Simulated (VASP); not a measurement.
Output of a VASP run:

**OUTCAR**
```
 ion  position               nearest neighbor table
   1  0.333  0.667  0.035-   4 2.37   4 2.37   4 2.37   3 2.49
   2  0.667  0.333  0.535-   3 2.37   3 2.37   3 2.37   4 2.49
   3  0.333  0.667  0.340-   2 2.37   2 2.37   2 2.37   1 2.49
   4  0.667  0.333  0.840-   1 2.37   1 2.37   1 2.37   2 2.49
  LATTYP: Found a hexagonal cell.
 ALAT       =     3.0202666083
 C/A-ratio  =     2.7110181081
 Subroutine PRICEL returns:
 Original cell was already a primitive cell.
 Subroutine GETGRP returns: Found 12 space group operations
The static configuration has the point symmetry C_3v.
 The point group associated with its full space group is C_6v.
The dynamic configuration has the point symmetry C_3v.
 Subroutine INISYM returns: Found 12 space group operations
 Subroutine IBZKPT returns following result:
 Found     20 irreducible k-points:

 Following reciprocal coordinates:
            Coordinates               Weight
  0.000000  0.000000  0.000000      1.000000
  0.125000  0.000000  0.000000      6.000000
  0.250000  0.000000  0.000000      6.000000
  0.375000  0.000000  0.000000      6.000000
  0.500000  0.000000  0.000000      3.000000
  0.125000  0.125000  0.000000      6.000000
  0.250000  0.125000  0.000000     12.000000
  0.375000  0.125000  0.000000     12.000000
  0.250000  0.250000  0.000000      6.000000
  0.375000  0.250000  0.000000      6.000000
  0.000000  0.000000  0.333333      2.000000
  0.125000  0.000000  0.333333     12.000000
  0.250000  0.000000  0.333333     12.000000
  0.375000  0.000000  0.333333     12.000000
  0.500000  0.000000  0.333333      6.000000
  0.125000  0.125000  0.333333     12.000000
  0.250000  0.125000  0.333333     24.000000
  0.375000  0.125000  0.333333     24.000000
  0.250000  0.250000  0.333333     12.000000
  0.375000  0.250000  0.333333     12.000000
   k-points           NKPTS =     20   k-points in BZ     NKDIM =     20   number of bands    NBANDS=     24
   number of dos      NEDOS =    301   number of ions     NIONS =      4
   total plane-waves  NPLWV =  21600
   dimension x,y,z NGX =    20 NGY =   20 NGZ =   54
   dimension x,y,z NGXF=    40 NGYF=   40 NGZF=  108
   ions per type =               2   2
   PREC   = accura    normal or accurate (medium, high low for compatibility)
   ISTART =      0    job   : 0-new  1-cont  2-samecut
   ICHARG =      2    charge: 1-file 2-atom 10-const
   ISPIN  =      1    spin polarized calculation?
   LNONCOLLINEAR =      F non collinear calculations
   LSORBIT =      F    spin-orbit coupling
   INIWAV =      1    electr: 0-lowe 1-rand  2-diag
   ENCUT  =  400.0 eV  29.40 Ry    5.42 a.u.   4.93  4.93 13.35*2*pi/ulx,y,z
   NELM   =    100;   NELMIN=  2; NELMDL= -5     # of ELM steps
   EDIFF  = 0.1E-05   stopping-criterion for ELM
   LREAL  =      F    real-space projection
   NLSPLINE    = F    spline interpolate recip. space projectors
   LMAXMIX     =    6 max onsite mixed and CHGCAR
   VOSKOWN=      0    Vosko Wilk Nusair interpolation
   EDIFFG = -.2E-01   stopping-criterion for IOM
   NSW    =     60    number of steps for IOM
   NBLOCK =      1;   KBLOCK =     60    inner block; outer block
   IBRION =      2    ionic relax: 0-MD 1-quasi-New 2-CG
   NFREE  =      1    steps in history (QN), initial steepest desc. (CG)
   ISIF   =      3    stress and relaxation
   ISYM   =      2    0-nonsym 1-usesym 2-fastsym
   TEIN   =    0.0    initial temperature
   TEBEG  =    0.0;   TEEND  =   0.0 temperature during run
   SMASS  =  -3.00    Nose mass-parameter (am)
   PSTRESS=    0.0 pullay stress
   NELECT =      40.0000    total number of electrons
   EFERMI =   0.00;   METHOD = LEGACY
   ISMEAR =     0;   SIGMA  =   0.05  broadening in eV -4-tet -1-fermi 0-gaus
   IALGO  =     38    algorithm
   LDIAG  =      T    sub-space diagonalisation (order eigenvalues)
   IMIX   =      4    mixing-type and parameters
     AMIX     =   0.40;   BMIX     =  1.00
     AMIX_MAG =   1.60;   BMIX_MAG =  1.00
     AMIN     =   0.10
...
```

**OSZICAR**
```
       N       E                     dE             d eps       ncg     rms          rms(c)
DAV:   1     0.383997137396E+03    0.38400E+03   -0.20701E+04  1040   0.148E+03
DAV:   2    -0.169586278819E+02   -0.40096E+03   -0.39570E+03  1096   0.459E+02
DAV:   3    -0.362794699085E+02   -0.19321E+02   -0.19089E+02  1272   0.951E+01
DAV:   4    -0.365698159698E+02   -0.29035E+00   -0.29010E+00  1168   0.130E+01
DAV:   5    -0.365762267886E+02   -0.64108E-02   -0.64088E-02  1304   0.176E+00    0.318E+01
DAV:   6    -0.350800851480E+02    0.14961E+01   -0.64420E+00  1248   0.176E+01    0.129E+01
DAV:   7    -0.349040989637E+02    0.17599E+00   -0.72351E-01  1224   0.498E+00    0.386E+00
DAV:   8    -0.348915732647E+02    0.12526E-01   -0.10312E-01  1224   0.205E+00    0.836E-01
DAV:   9    -0.348902577421E+02    0.13155E-02   -0.43422E-03  1320   0.484E-01    0.582E-01
DAV:  10    -0.348899247718E+02    0.33297E-03   -0.29718E-03  1232   0.440E-01    0.886E-02
DAV:  11    -0.348898998102E+02    0.24962E-04   -0.30460E-04  1216   0.122E-01    0.322E-02
DAV:  12    -0.348899037873E+02   -0.39770E-05   -0.17860E-05  1192   0.337E-02    0.121E-02
DAV:  13    -0.348899053648E+02   -0.15775E-05   -0.24853E-06   880   0.132E-02    0.372E-03
DAV:  14    -0.348899052380E+02    0.12676E-06   -0.32699E-07   728   0.514E-03
   1 F= -.34889905E+02 E0= -.34888454E+02  d E =-.348899E+02
       N       E                     dE             d eps       ncg     rms          rms(c)
DAV:   1    -0.348954690480E+02   -0.55637E-02   -0.20984E-01   968   0.438E+00    0.627E-01
DAV:   2    -0.348909671192E+02    0.45019E-02   -0.23461E-02  1064   0.121E+00    0.239E-01
DAV:   3    -0.348901883412E+02    0.77878E-03   -0.16905E-03  1248   0.282E-01    0.965E-02
DAV:   4    -0.348900282396E+02    0.16010E-03   -0.40388E-04  1168   0.119E-01    0.460E-02
DAV:   5    -0.348900162177E+02    0.12022E-04   -0.79161E-05  1304   0.626E-02    0.301E-02
DAV:   6    -0.348900166745E+02   -0.45688E-06   -0.12212E-05  1176   0.231E-02    0.787E-03
DAV:   7    -0.348900166855E+02   -0.10950E-07   -0.20402E-06   832   0.956E-03
   2 F= -.34890017E+02 E0= -.34888508E+02  d E =-.111447E-03
       N       E                     dE             d eps       ncg     rms          rms(c)
DAV:   1    -0.348912624593E+02   -0.12458E-02   -0.40587E-02   968   0.193E+00    0.275E-01
DAV:   2    -0.348903941411E+02    0.86832E-03   -0.45438E-03  1048   0.531E-01    0.106E-01
DAV:   3    -0.348902442017E+02    0.14994E-03   -0.32272E-04  1248   0.124E-01    0.425E-02
DAV:   4    -0.348902111806E+02    0.33021E-04   -0.81101E-05  1176   0.531E-02    0.195E-02
DAV:   5    -0.348902070672E+02    0.41134E-05   -0.15231E-05  1288   0.273E-02    0.131E-02
DAV:   6    -0.348902058873E+02    0.11799E-05   -0.20675E-06   744   0.995E-03    0.369E-03
DAV:   7    -0.348902057460E+02    0.14133E-06   -0.61535E-07   568   0.516E-03
   3 F= -.34890206E+02 E0= -.34888719E+02  d E =-.300508E-03
```

File OUTCAR:
```
------------------------ aborting loop because EDIFF is reached ----------------------------------------
  FORCE on cell =-STRESS in cart. coord.  units (eV):
  Direction    XX          YY          ZZ          XY          YZ          ZX
  --------------------------------------------------------------------------------------
  Total        0.0441275      0.0441275      0.0425577      0.0000000      0.0000000      0.0000000
  in kB        1.0946366      1.0946366      1.0556949      0.0000000      0.0000000      0.0000000
  external PRESSURE =       1.0816560 kB  Pullay stress =       0.0000000 kB
  volume of cell :       64.59
      direct lattice vectors                 reciprocal lattice vectors
     3.020783143  0.000000000  0.000000000     0.331039983  0.191126024  0.000000000
    -1.510391571  2.616074935 -0.000000000    -0.000000000  0.382252047  0.000000000
     0.000000000  0.000000000  8.172983685    -0.000000000  0.000000000  0.122354337
 POSITION                                       TOTAL-FORCE (eV/Angst)
 -----------------------------------------------------------------------------------
     -0.00000      1.74405      0.28855         0.000000      0.000000      0.019194
      1.51039      0.87202      4.37504        -0.000000     -0.000000      0.019194
     -0.00000      1.74405      2.77632        -0.000000      0.000000     -0.019194
      1.51039      0.87202      6.86281        -0.000000     -0.000000     -0.019194
 -----------------------------------------------------------------------------------
    total drift:                               -0.002227      0.001286     -0.000387
  FREE ENERGIE OF THE ION-ELECTRON SYSTEM (eV)
  ---------------------------------------------------
  free  energy   TOTEN  =       -34.8902057460 eV

  energy  without entropy=      -34.8872318319  energy(sigma->0) =      -34.88871879

 reached required accuracy - stopping structural energy minimisation
```
(Selected blocks of OUTCAR.)

**POSCAR**
```
WS
1
    3.0202666083    -0.0000000000    -0.0000000000
   -1.5101333041     2.6156276031     0.0000000000
    0.0000000000    -0.0000000000     8.1879974663
W S
2 2
Direct
  0.3333330000   0.6666670000   0.0352082390
  0.6666670000   0.3333330000   0.5352082390
  0.3333330000   0.6666670000   0.3397917610
  0.6666670000   0.3333330000   0.8397917610
```

Write an INCAR and KPOINTS that could have produced this output.

Several could match; the one computed here: the input of the run itself, PBE GGA, plane waves, VASP's PBE PAW potentials (set 64).

INCAR:
```
ALGO = Normal
EDIFF = 1E-6
EDIFFG = -0.02
ENCUT = 400
GGA = PE
IBRION = 2
ISIF = 3
ISMEAR = 0
LASPH = .TRUE.
LCHARG = .FALSE.
LMAXMIX = 6
LREAL = .FALSE.
LWAVE = .FALSE.
NELM = 100
NSW = 60
PREC = Accurate
SIGMA = 0.05
SYSTEM = WS
```

KPOINTS:
```
Automatic mesh
0
Gamma
8 8 3
0 0 0
```

POTCAR, in this order: W_sv S (PBE.64 set). Program: vasp_std.

The structure was generated: WS was put into the wurtzite type (P6_3mc), which need not be its known phase. This run relaxes it. Symmetry was kept, so distortions that lower it aren't found. The k-mesh is coarse (spacing up to 0.30 per Å, 2π included), so the numbers may not be converged in it. The start is the result of an earlier pass.
